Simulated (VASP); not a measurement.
VASP ran on this input.

### INCAR
```
# general
SYSTEM   =  CuAu
PREC     =  Accurate
ENCUT    =  480
LREAL    =  F
LASPH    =  T

# electronic loop
EDIFF    =  1E-7
NELM     =  100
ALGO     =  Normal
LMAXMIX  =  6

# smearing
ISMEAR   =  1
SIGMA    =  0.1

# functional
GGA      =  PE

# ions
ISIF     =  2

# output
LWAVE    =  F
LCHARG   =  F
```

**POSCAR**
```
CuAu
1
    2.7243998144     0.0000000000     0.0000000000
    0.0000000000     2.7243998144     0.0000000000
    0.0000000000    -0.0000000000     3.5718970810
Cu Au
1 1
Direct
  0.0000000000   0.0000000000   0.0000000000
  0.5000000000   0.5000000000   0.5000000000
```

**KPOINTS**
```
K-points
0
G
12 12 10
0 0 0
```

POTCAR, in this order: Cu Au (PBE.64 set). Program: vasp_std.

### Question
Write an equivalent input for Quantum ESPRESSO's pw.x.

### Answer
One equivalent input (not run):
```
&CONTROL
  calculation = 'scf'
  pseudo_dir = './pseudo'
  outdir = './out'
  tprnfor = .true.
  tstress = .true.
/
&SYSTEM
  ibrav = 0
  nat = 2
  ntyp = 2
  ecutwfc = 92
  occupations = 'smearing'
  smearing = 'methfessel-paxton'
  degauss = 0.00735
  input_dft = 'pbe'
/
&ELECTRONS
  conv_thr = 7.3e-09
  electron_maxstep = 100
/
ATOMIC_SPECIES
  Cu 63.546 Cu.upf
  Au 196.967 Au.upf
CELL_PARAMETERS angstrom
     2.7243998    0.0000000    0.0000000
     0.0000000    2.7243998    0.0000000
     0.0000000   -0.0000000    3.5718971
ATOMIC_POSITIONS crystal
  Cu   0.0000000  0.0000000  0.0000000
  Au   0.5000000  0.5000000  0.5000000
K_POINTS automatic
  12 12 10 0 0 0
```
Limits of the translation: the potentials are each code's own (VASP's PAW set, PseudoDojo norm-conserving files in pw.x), so ENCUT and ecutwfc are chosen apart and not converted; conv_thr bounds pw.x's estimated SCF error, while EDIFF bounds the energy change between steps.

The compound is CuAu in the L1_0 structure. This cell was strained or had an atom moved on purpose.
